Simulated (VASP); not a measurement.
VASP input:

**INCAR**
```
ALGO = Normal
EDIFF = 1E-6
ENCUT = 400
GGA = PE
ISIF = 2
ISMEAR = 1
ISPIN = 2
LASPH = .TRUE.
LCHARG = .FALSE.
LMAXMIX = 4
LORBIT = 10
LREAL = .FALSE.
LWAVE = .FALSE.
MAGMOM = 3.0 3*0.7
NELM = 100
PREC = Accurate
SIGMA = 0.1
SYSTEM = Ni3Fe
```

File POSCAR:
```
Ni3Fe
3.5958910
  1.0000000000   0.0000000000   0.0000000000
  0.0000000000   1.0149189728   0.0000000000
  0.0000000000   0.0000000000   0.9979254099
Fe Ni
1 3
Cart
  0.0000000000   0.0000000000   0.0000000000
  0.0000000000   0.5074594864   0.4989627049
  0.5000000000   0.0000000000   0.4989627049
  0.5249060000   0.5074594864   0.0000000000
```

File KPOINTS:
```
kpoints
0
G
 8 8 8
0 0 0
```

POTCAR, in this order: Fe Ni (PBE.64 set). Program: vasp_std.

### Question
Write an equivalent input for Ansatz.

### Answer
One equivalent input (not run):
Ansatz 0.2 input:
```yaml
crystal:
  lattice:
    - [3.5958910, 0.0000000, 0.0000000]
    - [0.0000000, 3.6495380, 0.0000000]
    - [0.0000000, 0.0000000, 3.5884310]
  atoms:
    - { symbol: Fe, position: [0.0000000, 0.0000000, 0.0000000], spin: 3 }
    - { symbol: Ni, position: [0.0000000, 0.5000000, 0.5000000], spin: 0.7 }
    - { symbol: Ni, position: [0.5000000, 0.0000000, 0.5000000], spin: 0.7 }
    - { symbol: Ni, position: [0.5249060, 0.5000000, 0.0000000], spin: 0.7 }
kpoints:
  mp_grid: { grid: [8, 8, 8] }
hamiltonian:
  xc: pbe
  pseudopotentials: { kind: paw }
magnetization: { spin_polarized: true }
scf:
  occupations: { method: methfessel_paxton, width: 0.1 }
  max_iter: 100
output: { forces: true, stress: true, eigenvalues: true }
```
The two are equivalent in intent, not identical: each code has its own PAW files, so the cut-off isn't converted (ENCUT is set for VASP's; basis.ecutwfc is left out, and Ansatz then takes the one that its files recommend); Ansatz stops its SCF on the density residual and VASP on the energy change (EDIFF).

The compound is Ni3Fe in the L1_2 structure. The cell was not relaxed at this level, atoms are displaced from their ideal sites.
